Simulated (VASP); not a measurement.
Output of a VASP run:

**OSZICAR**
```
...
DAV:   1    -0.433723474296E+03    0.23182E-02   -0.23118E+00   932   0.374E+00    0.327E-01
RMM:   2    -0.433728330544E+03   -0.48562E-02   -0.47838E-02   900   0.498E-01    0.721E-01
RMM:   3    -0.433727442035E+03    0.88851E-03   -0.45998E-03   903   0.161E-01    0.131E-01
RMM:   4    -0.433727784265E+03   -0.34223E-03   -0.11259E-03   945   0.709E-02    0.136E-01
RMM:   5    -0.433727724345E+03    0.59920E-04   -0.31142E-04   930   0.360E-02    0.921E-02
RMM:   6    -0.433727737367E+03   -0.13021E-04   -0.21662E-04   871   0.271E-02    0.152E-01
RMM:   7    -0.433727691851E+03    0.45516E-04   -0.11972E-04   840   0.219E-02    0.120E-01
RMM:   8    -0.433727661849E+03    0.30001E-04   -0.55839E-05   705   0.147E-02    0.345E-02
RMM:   9    -0.433727683898E+03   -0.22049E-04   -0.15899E-05   551   0.108E-02    0.182E-02
RMM:  10    -0.433727684626E+03   -0.72768E-06   -0.50369E-06   526   0.471E-03
  18 F= -.43372768E+03 E0= -.43372108E+03  d E =-.189390E-02  mag=     3.0000
       N       E                     dE             d eps       ncg     rms          rms(c)
DAV:   1    -0.433727668850E+03    0.15048E-04   -0.15116E-02   960   0.302E-01    0.264E-02
RMM:   2    -0.433727701547E+03   -0.32697E-04   -0.31293E-04   900   0.405E-02    0.610E-02
RMM:   3    -0.433727695087E+03    0.64603E-05   -0.29775E-05   606   0.131E-02    0.134E-02
RMM:   4    -0.433727697425E+03   -0.23379E-05   -0.64351E-06   514   0.584E-03
  19 F= -.43372770E+03 E0= -.43372103E+03  d E =-.190670E-02  mag=     3.0000
       N       E                     dE             d eps       ncg     rms          rms(c)
DAV:   1    -0.433727075535E+03    0.61955E-03   -0.82668E-01   942   0.224E+00    0.198E-01
RMM:   2    -0.433729048602E+03   -0.19731E-02   -0.18060E-02   900   0.307E-01    0.526E-01
RMM:   3    -0.433728528253E+03    0.52035E-03   -0.17858E-03   905   0.101E-01    0.109E-01
RMM:   4    -0.433728756510E+03   -0.22826E-03   -0.52370E-04   952   0.465E-02    0.147E-01
RMM:   5    -0.433728701807E+03    0.54704E-04   -0.14190E-04   861   0.235E-02    0.765E-02
RMM:   6    -0.433728684599E+03    0.17208E-04   -0.82694E-05   804   0.178E-02    0.618E-02
RMM:   7    -0.433728687102E+03   -0.25032E-05   -0.69429E-05   820   0.169E-02
  20 F= -.43372869E+03 E0= -.43372223E+03  d E =-.989677E-03  mag=     3.0000
       N       E                     dE             d eps       ncg     rms          rms(c)
DAV:   1    -0.433728662288E+03    0.22311E-04   -0.61163E-04   944   0.603E-02    0.331E-02
RMM:   2    -0.433728686818E+03   -0.24531E-04   -0.59895E-05   668   0.144E-02    0.102E-01
RMM:   3    -0.433728665163E+03    0.21655E-04   -0.28142E-05   571   0.981E-03    0.170E-02
RMM:   4    -0.433728673640E+03   -0.84771E-05   -0.57557E-06   486   0.609E-03
  21 F= -.43372867E+03 E0= -.43372200E+03  d E =-.976215E-03  mag=     3.0000
       N       E                     dE             d eps       ncg     rms          rms(c)
DAV:   1    -0.433728315911E+03    0.34925E-03   -0.45490E-01   934   0.166E+00    0.179E-01
RMM:   2    -0.433729451351E+03   -0.11354E-02   -0.10532E-02   900   0.233E-01    0.448E-01
RMM:   3    -0.433729027508E+03    0.42384E-03   -0.11191E-03   901   0.787E-02    0.713E-02
RMM:   4    -0.433729174517E+03   -0.14701E-03   -0.27942E-04   924   0.364E-02    0.800E-02
RMM:   5    -0.433729159992E+03    0.14525E-04   -0.80386E-05   782   0.184E-02    0.657E-02
RMM:   6    -0.433729151791E+03    0.82004E-05   -0.38415E-05   648   0.114E-02
  22 F= -.43372915E+03 E0= -.43372244E+03  d E =-.478151E-03  mag=     3.0000
```

OUTCAR:
```
------------------------ aborting loop because EDIFF is reached ----------------------------------------
  FORCE on cell =-STRESS in cart. coord.  units (eV):
  Direction    XX          YY          ZZ          XY          YZ          ZX
  --------------------------------------------------------------------------------------
  Total      -35.8518950    -35.8548809    -34.9135605     -3.7601815      2.0160309     -2.3246996
  in kB      -63.4997735    -63.5050620    -61.8378241     -6.6599178      3.5707319     -4.1174365
  external PRESSURE =     -62.9475532 kB  Pullay stress =       0.0000000 kB
  volume of cell :      904.59
      direct lattice vectors                 reciprocal lattice vectors
     9.649823631  0.000000000  0.000000000     0.103628837  0.000000000  0.000000000
     0.000000000  9.649823631  0.000000000     0.000000000  0.103628837  0.000000000
     0.000000000  0.000000000  9.714305805     0.000000000  0.000000000  0.102940964
 POSITION                                       TOTAL-FORCE (eV/Angst)
 -----------------------------------------------------------------------------------
      9.60438      0.04814      9.70232        -0.008538      0.006118     -0.015269
      2.42248      2.40942      1.63378         0.001198      0.000769     -0.022111
      9.56918      0.07838      3.24804         0.006701     -0.004145     -0.011843
      2.41411      2.39909      4.85210         0.002067      0.009060      0.001656
      0.04569      9.60258      6.47939        -0.008289      0.002269      0.021579
      2.41538      2.41635      8.09552         0.011302      0.003424      0.020141
      0.00176      4.80823      0.00376        -0.007140     -0.002277      0.002331
      2.24657      7.39965      1.64504        -0.000083     -0.002266     -0.007224
      0.00192      4.80478      3.23705        -0.000806     -0.005374     -0.010950
      2.40017      7.24736      4.86505         0.004394     -0.006322     -0.002035
      0.00323      4.83040      6.47759        -0.008872     -0.009151      0.005460
      2.45218      7.19676      8.12482         0.005129     -0.005270      0.018693
      4.83795      9.64627      0.00493        -0.004420      0.006214      0.004906
      7.18015      2.47243      1.61189         0.014670     -0.012284      0.003569
      4.83969      9.64799      3.23695         0.005199      0.003536     -0.013484
      7.23474      2.40847      4.84221        -0.011130      0.010512      0.000578
      4.82010      9.64355      6.47864         0.005837      0.005308      0.006554
      7.26672      2.37596      8.06259        -0.000144     -0.000781      0.006851
      4.98705      4.66285      9.59928        -0.001187     -0.000105     -0.012561
      7.24503      7.23043      1.62719        -0.007495      0.000624     -0.021653
      7.24804      7.23039      4.85318        -0.014583     -0.002072     -0.006411
      4.81938      4.82482      6.38800         0.011051     -0.014021     -0.013992
      7.23221      7.23423      8.09445        -0.003223     -0.010188      0.023327
      1.48613      1.49086      0.00401         0.009969      0.003453      0.005348
      3.88597      0.91730      1.62017        -0.000513     -0.004514     -0.003597
      0.93032      3.87708      1.62023         0.002643      0.004224     -0.001922
      3.34502      3.39196      0.01740        -0.001302     -0.010978     -0.005102
      1.45213      1.45787      3.23808        -0.007029      0.000328      0.007026
      3.88088      0.90478      4.84888         0.002248      0.008224      0.010689
      0.94733      3.90019      4.85689        -0.000029     -0.005444      0.003646
      3.28027      3.37991      3.24707        -0.004571      0.010743     -0.004636
      1.48932      1.46431      6.47998        -0.004734     -0.010221     -0.005848
      3.87816      0.91796      8.11070        -0.006078     -0.000893     -0.006749
      0.94094      3.89563      8.09808         0.000817      0.002550     -0.000905
      3.34715      3.33673      6.46862         0.013307     -0.000453     -0.002058
      1.55850      6.24936      0.06978         0.005836     -0.005127     -0.001948
      0.84631      8.79922      1.61837        -0.000937     -0.000291     -0.002287
      3.39878      8.08767      0.07121         0.007051     -0.006267     -0.002300
      1.50488      6.29028      3.20465         0.002348     -0.007851      0.009580
      3.83597      5.79248      4.88202        -0.002608      0.006897     -0.005519
      0.93509      8.71323      4.82608        -0.000643      0.000452      0.004859
      3.35962      8.13882      3.20474         0.006956     -0.000804      0.010285
      1.47502      6.30987      6.50617        -0.006018     -0.003805     -0.004243
      3.93794      5.70944      8.12012         0.007978     -0.010294      0.001896
      0.95719      8.69233      8.14365        -0.006770      0.007634     -0.005198
      3.34005      8.17178      6.50503         0.005255      0.001645     -0.005143
      6.28527      1.49632      9.69029        -0.005173      0.008339      0.003701
      8.66309      0.97984      1.59146        -0.013561      0.010978      0.003886
      5.71719      3.94177      1.59321         0.000313      0.006969      0.002578
      8.15258      3.36069      9.68592        -0.004034      0.000308      0.001824
      6.31421      1.46574      3.22625        -0.008879      0.003515      0.006837
      8.70921      0.93681      4.90334         0.007131     -0.008287      0.002892
      5.85018      3.89643      4.90886         0.005777      0.009037      0.013432
      8.19371      3.32245      3.22562         0.002444      0.002054      0.008833
      6.31861      1.43484      6.46274        -0.006855      0.000756     -0.002683
      8.73161      0.91901      8.06464         0.001081     -0.002984      0.002860
...
```
(Selected blocks of OUTCAR.)

### POSCAR
```
Sn23O47
1
    9.6498236311     0.0000000000     0.0000000000
    0.0000000000     9.6498236311     0.0000000000
    0.0000000000     0.0000000000     9.7143058054
Sn O
23 47
Direct
  0.0000000000   0.0000000000   0.0000000000
  0.2500000000   0.2500000000   0.1666670000
  0.0000000000   0.0000000000   0.3333330000
  0.2500000000   0.2500000000   0.5000000000
  0.0000000000   0.0000000000   0.6666670000
  0.2500000000   0.2500000000   0.8333330000
  0.0000000000   0.5000000000   0.0000000000
  0.2500000000   0.7500000000   0.1666670000
  0.0000000000   0.5000000000   0.3333330000
  0.2500000000   0.7500000000   0.5000000000
  0.0000000000   0.5000000000   0.6666670000
  0.2500000000   0.7500000000   0.8333330000
  0.5000000000   0.0000000000   0.0000000000
  0.7500000000   0.2500000000   0.1666670000
  0.5000000000   0.0000000000   0.3333330000
  0.7500000000   0.2500000000   0.5000000000
  0.5000000000   0.0000000000   0.6666670000
  0.7500000000   0.2500000000   0.8333330000
  0.4983080000   0.4995700000   0.9958660000
  0.7500000000   0.7500000000   0.1666670000
  0.7500000000   0.7500000000   0.5000000000
  0.5010220000   0.4955450000   0.6694220000
  0.7500000000   0.7500000000   0.8333330000
  0.1535000000   0.1535000000   0.0000000000
  0.4035000000   0.0965000000   0.1666670000
  0.0965000000   0.4035000000   0.1666670000
  0.3465000000   0.3465000000   0.0000000000
  0.1535000000   0.1535000000   0.3333330000
  0.4035000000   0.0965000000   0.5000000000
  0.0965000000   0.4035000000   0.5000000000
  0.3447050000   0.3422530000   0.3300770000
  0.1535000000   0.1535000000   0.6666670000
  0.4035000000   0.0965000000   0.8333330000
  0.0965000000   0.4035000000   0.8333330000
  0.3465000000   0.3465000000   0.6666670000
  0.1535000000   0.6535000000   0.0000000000
  0.0965000000   0.9035000000   0.1666670000
  0.3465000000   0.8465000000   0.0000000000
  0.1535000000   0.6535000000   0.3333330000
  0.4043910000   0.5935500000   0.5029930000
  0.0965000000   0.9035000000   0.5000000000
  0.3465000000   0.8465000000   0.3333330000
  0.1535000000   0.6535000000   0.6666670000
  0.4035000000   0.5965000000   0.8333330000
  0.0965000000   0.9035000000   0.8333330000
  0.3465000000   0.8465000000   0.6666670000
  0.6535000000   0.1535000000   0.0000000000
  0.9035000000   0.0965000000   0.1666670000
  0.5948500000   0.3997080000   0.1627860000
  0.8465000000   0.3465000000   0.0000000000
  0.6535000000   0.1535000000   0.3333330000
  0.9035000000   0.0965000000   0.5000000000
  0.5993730000   0.4086110000   0.4954740000
  0.8465000000   0.3465000000   0.3333330000
  0.6535000000   0.1535000000   0.6666670000
  0.9035000000   0.0965000000   0.8333330000
  0.5965000000   0.4035000000   0.8333330000
  0.8465000000   0.3465000000   0.6666670000
  0.6535000000   0.6535000000   0.0000000000
  0.9035000000   0.5965000000   0.1666670000
  0.5965000000   0.9035000000   0.1666670000
  0.8465000000   0.8465000000   0.0000000000
  0.6580320000   0.6543650000   0.3305490000
  0.9035000000   0.5965000000   0.5000000000
  0.5965000000   0.9035000000   0.5000000000
  0.8465000000   0.8465000000   0.3333330000
  0.6535000000   0.6535000000   0.6666670000
  0.9035000000   0.5965000000   0.8333330000
  0.5965000000   0.9035000000   0.8333330000
  0.8465000000   0.8465000000   0.6666670000
```

Q: Reconstruct the remaining input files.

A: One answer among several that fit: the input of the run itself, PBE GGA, plane waves, VASP's PBE PAW potentials (set 64).

### KPOINTS
```
Automatic mesh
0
Gamma
1 1 1
0 0 0
```

### INCAR
```
! general
SYSTEM  = Sn23O47
PREC    = Normal
ENCUT   = 400
LREAL   = Auto
LASPH   = .True.
ISYM    = 0
NELECT  = 373.0

! electronic loop
EDIFF   = 1E-5
NELM    = 100
NELMIN  = 4
ALGO    = Fast
LMAXMIX = 4

! smearing
ISMEAR  = 0
SIGMA   = 0.05

! functional
GGA     = PE

! spin
ISPIN   = 2
MAGMOM  = 70*0.0429
NUPDOWN = 3

! ions
IBRION  = 2
NSW     = 60
ISIF    = 2
EDIFFG  = -0.03

! output
LWAVE   = .False.
LCHARG  = .False.
LORBIT  = 10
```

POTCAR, in this order: Sn O (PBE.64 set). Program: vasp_gam.

At this cut-off the stress carries a Pulay error, which pulls relaxed volumes low. The cell is charged, with a uniform compensating background. The supercell is sampled at Γ alone, which is coarse: total energies, pressure and levels can be off, energies of defects by several tenths of an eV.

The cell is a supercell with a defect, built from SnO2 (rutile): vac_Sn-vac_O, charge +1.
